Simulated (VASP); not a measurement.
A VASP calculation is set up with these files.

POSCAR:
```
GaP
1
    2.7795000000     0.0000000000     2.7795000000
    0.0000000000     2.7795000000     2.7795000000
    2.7795000000     2.7795000000     0.0000000000
Ga P
1 1
Direct
  0.0000000000   0.0000000000   0.0000000000
  0.2500000000   0.2500000000   0.2500000000
```

**KPOINTS**
```
Automatic mesh
0
Gamma
6 6 6
0 0 0
```

### INCAR
```
SYSTEM = GaP
PREC = Accurate
ENCUT = 400
EDIFF = 1E-6
NELM = 100
ALGO = Normal
LREAL = .FALSE.
LASPH = .TRUE.
ISMEAR = 0
SIGMA = 0.05
GGA = PE
LMAXMIX = 4
LWAVE = .FALSE.
LCHARG = .FALSE.
ISIF = 2
```

POTCAR, in this order: Ga_d P (PBE.64 set). Program: vasp_std.

Output of the run:

### standard output
```
 -----------------------------------------------------------------------------
|                                                                             |
|     EEEEEEE  RRRRRR   RRRRRR   OOOOOOO  RRRRRR      ###     ###     ###     |
|     E        R     R  R     R  O     O  R     R     ###     ###     ###     |
|     E        R     R  R     R  O     O  R     R     ###     ###     ###     |
|     EEEEE    RRRRRR   RRRRRR   O     O  RRRRRR       #       #       #      |
|     E        R   R    R   R    O     O  R   R                               |
|     E        R    R   R    R   O     O  R    R      ###     ###     ###     |
|     EEEEEEE  R     R  R     R  OOOOOOO  R     R     ###     ###     ###     |
|                                                                             |
|     ERROR: the triple product of the basis vectors is negative exchange     |
|     two basis vectors                                                       |
|                                                                             |
|       ---->  I REFUSE TO CONTINUE WITH THIS SICK JOB ... BYE!!! <----       |
|                                                                             |
 -----------------------------------------------------------------------------
```

### Question
Read input and log: which fault does this run have?
(A) ALGO = VeryFast starts from random orbitals with almost no delay (NELMDL = -1)
(B) the lattice vectors form a left-handed set
(C) EDIFF is too loose for the force threshold
(D) a line-mode KPOINTS file was used for a self-consistent run

### Answer
B, the lattice vectors form a left-handed set. VASP stops with an error: ERROR: the triple product of the basis vectors is negative exchange two basis vectors ----> I REFUSE TO CONTINUE WITH THIS SICK JOB ... BYE!!! <----

To mend it, correct POSCAR.
POSCAR:
```
GaP
1
    0.0000000000     2.7795000000     2.7795000000
    2.7795000000     0.0000000000     2.7795000000
    2.7795000000     2.7795000000     0.0000000000
Ga P
1 1
Direct
  0.0000000000   0.0000000000   0.0000000000
  0.2500000000   0.2500000000   0.2500000000
```
The mended run (PBE GGA, plane waves, VASP's PBE PAW potentials (set 64)) converges, and its OSZICAR ends with
```
   1 F= -.91029807E+01 E0= -.91029807E+01  d E =-.205243E-14
```

The compound is GaP in the zinc blende structure. The cell was not relaxed at this level.
